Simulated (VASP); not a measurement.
An input for Quantum ESPRESSO's pw.x (written as the equivalent of a VASP run, and not itself run):

```
&CONTROL
  calculation = 'scf'
  pseudo_dir = './pseudo'
  outdir = './out'
  tprnfor = .true.
  tstress = .true.
/
&SYSTEM
  ibrav = 0
  nat = 2
  ntyp = 2
  ecutwfc = 84
  occupations = 'smearing'
  smearing = 'methfessel-paxton'
  degauss = 0.00735
  input_dft = 'pbe'
/
&ELECTRONS
  conv_thr = 7.3e-08
  electron_maxstep = 100
/
ATOMIC_SPECIES
  Ti 47.867 Ti.upf
  N 14.007 N.upf
CELL_PARAMETERS angstrom
     0.0000000    2.1624000    2.1624000
     2.1624000    0.0000000    2.1624000
     2.1624000    2.1624000    0.0000000
ATOMIC_POSITIONS crystal
  Ti   0.0000000  0.0000000  0.0000000
  N    0.5000000  0.5000000  0.5000000
K_POINTS automatic
  13 13 13 0 0 0
HUBBARD {ortho-atomic}
U Ti-3d 3
```

Question: Translate this input to VASP (INCAR, KPOINTS, POSCAR, choice of POTCAR).

Answer: This is not unique; one that fits is 
### KPOINTS
```
Automatic mesh
0
Gamma
13 13 13
0 0 0
```

INCAR:
```
ALGO = Normal
EDIFF = 1E-6
ENCUT = 520
GGA = PE
ISIF = 2
ISMEAR = 1
LASPH = .True.
LCHARG = .False.
LDAU = .True.
LDAUJ = 0 0
LDAUL = 2 -1
LDAUPRINT = 1
LDAUTYPE = 2
LDAUU = 3.0 0
LMAXMIX = 4
LORBIT = 10
LREAL = .False.
LWAVE = .False.
NELM = 100
PREC = Accurate
SIGMA = 0.1
SYSTEM = TiN
```

### POSCAR
```
TiN
3.0580950
  0.0000000000   0.7071068754   0.7071068754
  0.7071068754   0.0000000000   0.7071068754
  0.7071068754   0.7071068754   0.0000000000
Ti N
1 1
Direct
  0.0000000000   0.0000000000   0.0000000000
  0.5000000000   0.5000000000   0.5000000000
```

POTCAR, in this order: Ti_sv N (PBE.64 set). Program: vasp_std.

Limits of the translation: the potentials are each code's own (VASP's PAW set, PseudoDojo norm-conserving files in pw.x), so ENCUT and ecutwfc are chosen apart and not converted; conv_thr bounds pw.x's estimated SCF error, while EDIFF bounds the energy change between steps; the +U projectors differ (PAW spheres against orthogonalised atomic orbitals), so the same U acts differently.

The compound is TiN in the rock salt structure. The cell was not relaxed at this level. The run is one of a series of settings (LDAU = .TRUE., LDAUJ = 0 0, LDAUL = 2 -1, LDAUTYPE = 2, LDAUU = 3.0 0 against the base run), some of them coarse on purpose.
